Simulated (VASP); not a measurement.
These are LDA (Ceperley-Alder, Perdew-Zunger), VASP's LDA PAW potentials (set 64) (plane waves; VASP) values and carry that method's errors.

A VASP calculation is set up with these files.

POSCAR:
```
KBr
1
    0.0000000000     3.3000000000     3.3000000000
    3.3000000000     0.0000000000     3.3000000000
    3.3000000000     3.3000000000     0.0000000000
K Br
1 1
Direct
  0.0000000000   0.0000000000   0.0000000000
  0.5000000000   0.5000000000   0.5000000000
```

INCAR:
```
! general
SYSTEM =KBr
PREC   =Accurate
ENCUT  =520   ! plane-wave cut-off (eV)
LREAL  =.FALSE.
LASPH  =.TRUE.   ! aspherical one-centre terms

! electronic loop
EDIFF  =1E-6   ! SCF stop (eV)
NELM   =100   ! most electronic steps
ALGO   =Normal
LMAXMIX=4   ! l cut-off of mixed one-centre charges

! smearing
ISMEAR =0
SIGMA  =0.05   ! width (eV)

! ions
IBRION =2   ! conjugate gradients
NSW    =60
ISIF   =3
EDIFFG =-0.01   ! ionic stop

! output
LWAVE  =.FALSE.
LCHARG =.FALSE.
```

KPOINTS:
```
kpoints
0
G
  6 6 6
```

POTCAR, in this order: K_sv Br (LDA.64 set). Program: vasp_std.

What VASP printed:

File OSZICAR:
```
       N       E                     dE             d eps       ncg     rms          rms(c)
DAV:   1     0.108376195366E+03    0.10838E+03   -0.68885E+03   384   0.117E+03
DAV:   2     0.279523434453E+00   -0.10810E+03   -0.99231E+02   456   0.290E+02
DAV:   3    -0.673453169854E+01   -0.70141E+01   -0.69676E+01   492   0.639E+01
DAV:   4    -0.698590043760E+01   -0.25137E+00   -0.25113E+00   680   0.121E+01
DAV:   5    -0.698766868624E+01   -0.17682E-02   -0.17682E-02   488   0.105E+00    0.325E+00
DAV:   6    -0.682041352493E+01    0.16726E+00   -0.25872E-01   464   0.271E+00    0.235E+00
DAV:   7    -0.679648891792E+01    0.23925E-01   -0.95589E-02   480   0.183E+00    0.114E+00
DAV:   8    -0.679727743608E+01   -0.78852E-03   -0.10205E-02   536   0.878E-01    0.147E-01
DAV:   9    -0.679728143604E+01   -0.40000E-05   -0.36061E-04   524   0.116E-01    0.648E-02
DAV:  10    -0.679736120156E+01   -0.79766E-04   -0.62511E-05   480   0.611E-02    0.147E-02
DAV:  11    -0.679736146350E+01   -0.26194E-06   -0.21510E-06   500   0.110E-02
   1 F= -.67973615E+01 E0= -.67973615E+01  d E =-.679736E+01
       N       E                     dE             d eps       ncg     rms          rms(c)
DAV:   1    -0.711324010227E+01   -0.31588E+00   -0.64711E+00   488   0.270E+01    0.307E+00
DAV:   2    -0.687797991250E+01    0.23526E+00   -0.54911E-01   444   0.717E+00    0.126E+00
DAV:   3    -0.682444012852E+01    0.53540E-01   -0.20019E-01   672   0.391E+00    0.896E-01
DAV:   4    -0.682529369837E+01   -0.85357E-03   -0.40167E-03   532   0.519E-01    0.462E-01
DAV:   5    -0.682600869038E+01   -0.71499E-03   -0.39210E-03   604   0.247E-01    0.886E-02
DAV:   6    -0.682605095095E+01   -0.42261E-04   -0.99186E-05   464   0.111E-01    0.253E-02
DAV:   7    -0.682606091295E+01   -0.99620E-05   -0.53576E-06   476   0.223E-02    0.747E-03
DAV:   8    -0.682606184357E+01   -0.93062E-06   -0.44528E-06   636   0.156E-02
   2 F= -.68260618E+01 E0= -.68260618E+01  d E =-.287004E-01
       N       E                     dE             d eps       ncg     rms          rms(c)
DAV:   1    -0.704000281054E+01   -0.21394E+00   -0.46599E+00   488   0.231E+01    0.260E+00
DAV:   2    -0.687308690696E+01    0.16692E+00   -0.39242E-01   452   0.610E+00    0.108E+00
DAV:   3    -0.683396743576E+01    0.39119E-01   -0.14564E-01   656   0.336E+00    0.793E-01
DAV:   4    -0.683468367695E+01   -0.71624E-03   -0.32631E-03   512   0.485E-01    0.387E-01
DAV:   5    -0.683518083839E+01   -0.49716E-03   -0.30637E-03   624   0.230E-01    0.749E-02
DAV:   6    -0.683520604937E+01   -0.25211E-04   -0.69569E-05   456   0.929E-02    0.231E-02
DAV:   7    -0.683521341375E+01   -0.73644E-05   -0.49783E-06   460   0.211E-02    0.630E-03
DAV:   8    -0.683521391610E+01   -0.50235E-06   -0.17472E-06   428   0.131E-02
   3 F= -.68352139E+01 E0= -.68352139E+01  d E =-.378525E-01
       N       E                     dE             d eps       ncg     rms          rms(c)
DAV:   1    -0.683699008871E+01   -0.17767E-02   -0.39399E-02   488   0.214E+00    0.253E-01
DAV:   2    -0.683560049644E+01    0.13896E-02   -0.33578E-03   480   0.557E-01    0.102E-01
DAV:   3    -0.683526250643E+01    0.33799E-03   -0.11345E-03   672   0.298E-01    0.821E-02
DAV:   4    -0.683527021685E+01   -0.77104E-05   -0.29351E-05   620   0.407E-02    0.332E-02
DAV:   5    -0.683527274299E+01   -0.25261E-05   -0.31753E-05   688   0.316E-02    0.585E-03
DAV:   6    -0.683527247502E+01    0.26797E-06   -0.45982E-07   328   0.799E-03
   4 F= -.68352725E+01 E0= -.68352725E+01  d E =-.379110E-01
```

File OUTCAR:
```
------------------------ aborting loop because EDIFF is reached ----------------------------------------
  FORCE on cell =-STRESS in cart. coord.  units (eV):
  Direction    XX          YY          ZZ          XY          YZ          ZX
  --------------------------------------------------------------------------------------
  Total        0.0046594      0.0046594      0.0046594      0.0000000      0.0000000      0.0000000
  in kB        0.1149191      0.1149191      0.1149191      0.0000000      0.0000000      0.0000000
  external PRESSURE =       0.1149191 kB  Pullay stress =       0.0000000 kB
  volume of cell :       64.96
      direct lattice vectors                 reciprocal lattice vectors
    -0.000000000  3.190605596  3.190605596    -0.156710062  0.156710062  0.156710062
     3.190605596  0.000000000  3.190605596     0.156710062 -0.156710062  0.156710062
     3.190605596  3.190605596  0.000000000     0.156710062  0.156710062 -0.156710062
  FREE ENERGIE OF THE ION-ELECTRON SYSTEM (eV)
  ---------------------------------------------------
  free  energy   TOTEN  =        -6.8352724750 eV

  energy  without entropy=       -6.8352724750  energy(sigma->0) =       -6.83527248

 reached required accuracy - stopping structural energy minimisation
```
(Selected blocks of OUTCAR.)

File CONTCAR:
```
KBr
   1.00000000000000
    -0.0000000000000000    3.1906055957033166    3.1906055957033166
     3.1906055957033166    0.0000000000000000    3.1906055957033166
     3.1906055957033166    3.1906055957033166    0.0000000000000000
  K               Br
     1     1
Direct
     0.0000000000000000    0.0000000000000000    1.0000000000000000
     0.5000000000000000    0.5000000000000000    0.5000000000000000
```

Energy and stress use the plane-wave basis of the starting cell.

The compound is KBr in the rock salt structure. This run relaxes it. Symmetry was kept, so distortions that lower it aren't found.
